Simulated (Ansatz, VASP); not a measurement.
Two plane-wave programs on Be2HgN2

```xyz
5
Lattice="-1.5333 1.5333 5.2958 1.5333 -1.5333 5.2958 1.5333 1.5333 -5.2958" Properties=species:S:1:pos:R:3 pbc="T T T"
Be    1.5333    0.0000    2.6479
Be    0.0000    1.5333    2.6479
Hg    0.0000    0.0000    0.0000
N     0.0000    0.0000    7.1144
N     0.0000    0.0000    3.4772
```

Alike in both runs: functional PBE; k mesh 8 × 8 × 8; occupations gaussian, width 0.1 eV; no spin polarisation.

Ansatz relaxed the structure, and its values are those at the end. VASP's run is a single point on that final structure, the one shown.

|  | VASP | Ansatz |
| --- | --- | --- |
| version | VASP 6.6.1 | Ansatz 0.2.0 |
| potentials or method | VASP PAW PBE potentials, release 64 (Be, Hg, N) | scalar-relativistic, plane waves, PAW |
| plane-wave cutoff (eV) | 520 | 420 |
| valence electrons in the cell | 26 | 34 |

|  | VASP | Ansatz | Ansatz less VASP |
| --- | --- | --- | --- |
| gap on the k mesh at the Fermi level (eV) | none | none | - |
| pressure (GPa) | 0.5 | 0.0 | -0.48 |
| rms of the force components (eV/Å) | 0.012 | 0.006 | -0.0054 |

A gap of «none» marks a metal or a gap that the smearing closes. The two sets of potentials don't hold the same shells in valence.

Caveats: the k mesh is coarse (spacing up to 0.36 Å⁻¹), so the values aren't converged. Spin-orbit coupling is left out, which matters for the levels of Hg.
